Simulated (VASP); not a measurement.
Set up this calculation in VASP 6.6.1, as the native input.

- Task: single point
- Functional: rev-vdW-DF2
- Potentials or basis: VASP PAW PBE potentials, release 64 (Se, W_sv)
- Cutoff: 520 eV
- k mesh: 9 × 9 × 1
- Occupations: gaussian, width 0.03 eV
- Spin: no spin polarisation
- Dipole correction: yes
- Further INCAR settings: ALGO = Normal; EDIFF = 1e-07

The structure of WSe2 lies in POSCAR:

```
WSe2
1.0
    3.3031385000      0.0000000000      0.0000000000
   -1.6515687500      2.8606015700      0.0000000000
    0.0000000000      0.0000000000     31.4726104600
Se W
6 3
Direct
    0.6666670000      0.3333340000      0.2383024400
    0.6666670000      0.3333340000      0.3455204800
    0.3333330000      0.6666660000      0.4463909800
    0.3333330000      0.6666660000      0.5536090200
    0.6666670000      0.3333340000      0.6544795200
    0.6666670000      0.3333340000      0.7616975600
    0.3333330000      0.6666660000      0.2919114600
    0.6666670000      0.3333340000      0.5000000000
    0.3333330000      0.6666660000      0.7080885400
```

The input as run:

INCAR

```
SYSTEM = WSe2
AGGAC = 0.0 ; ALGO = Normal
DIPOL = 0.5 0.5 0.500 ; EDIFF = 1E-7
ENCUT = 520 ; GGA = MK
ICORELEVEL = 1 ; IDIPOL = 3
ISIF = 2 ; ISMEAR = 0
KPAR = 4 ; LASPH = .True.
LCHARG = .False. ; LDIPOL = .True.
LREAL = .False. ; LUSE_VDW = .True.
LVACPOTAV = .True. ; LVHAR = .True.
LWAVE = .False. ; NELM = 80
PARAM1 = 0.1234 ; PARAM2 = 0.711357
PREC = Accurate ; SIGMA = 0.03
ZAB_VDW = -1.8867
```

KPOINTS

```
k-points
0
Gamma
  9 9 1
  0 0 0
```

Potentials or basis: VASP PAW PBE potentials, release 64 (Se, W_sv).

Command:

```console
$ cat potpaw_PBE.64/Se/POTCAR potpaw_PBE.64/W_sv/POTCAR > POTCAR
$ mpirun -np 4 vasp_std > vasp.out
```

It gave:

- Largest force: 0.040 eV/Å
- Band gap on the k mesh: 1.24 eV, indirect (least direct gap 1.54 eV)
- Ionisation potential of the upper face: 5.13 eV

Caveat: the PAW data sets were made with another functional, which shifts forces and pressure a little; spin-orbit coupling is left out, which moves the levels of the heavy elements.

It took 8.6 min on 4 MPI ranks on Intel(R) Xeon(R) Platinum 8488C (Sapphire Rapids), with other jobs on the host, peak memory 1.3 GiB a rank.
